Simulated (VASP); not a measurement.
Data:

```
Cd3MgTe4
1.0
    0.00000     3.24110     3.24110
    3.24110     0.00000     3.24110
   12.92802    12.92802     0.03637
Mg Te Cd
1 4 3
Direct
  0.99831   0.99831   0.00127
  0.25331   0.25331   0.06002
  0.25100   0.25100   0.31175
  0.24958   0.24958   0.56281
  0.24755   0.24755   0.81434
  0.00177   0.00177   0.24867
  0.99982   0.99982   0.50014
  0.99866   0.99866   0.75100
```

These are PBEsol GGA, VASP's PBE PAW potentials (set 64) (plane waves; VASP) values and carry that method's errors. Settings: 400 eV cut-off, Gaussian smearing of 0.050 eV, potentials Mg Te Cd.

Unless said otherwise, spin-orbit coupling is left out, though it shifts the bands of the heavy elements here.

### Question
Give the energies of bands 22 to 35 at the high-symmetry points, in eV from the valence-band maximum.

### Answer

```csv
band,Γ,T,H2,L,S0,F
22,-2.44,-1.36,-4.09,-4.12,-4.09,-4.04
23,-0.91,-0.98,-3.35,-3.55,-3.35,-3.51
24,-0.91,-0.90,-2.57,-2.04,-2.58,-2.08
25,-0.53,-0.90,-2.54,-1.97,-2.49,-1.97
26,-0.53,-0.59,-2.39,-1.70,-2.45,-1.80
27,-0.34,-0.59,-2.32,-1.64,-2.30,-1.76
28,-0.34,-0.25,-1.48,-1.38,-1.52,-1.38
29,-0.05,-0.25,-1.46,-1.24,-1.40,-1.29
30,0.00,-0.04,-1.34,-1.00,-1.39,-0.75
31,0.00,-0.04,-1.30,-0.88,-1.27,-0.75
32,0.94,1.63,3.04,2.48,3.00,1.94
33,1.87,1.76,3.17,2.60,3.23,2.46
34,2.01,1.90,3.57,2.72,3.50,2.73
35,2.62,2.58,3.86,2.81,3.91,2.98
```

The gap is direct, 0.94 eV, from the valence maximum at Γ to the conduction minimum at Γ.

The structure was generated: Cd3MgTe4 was put into an ordered model structure (R3m), which need not be its known phase. It was relaxed first.
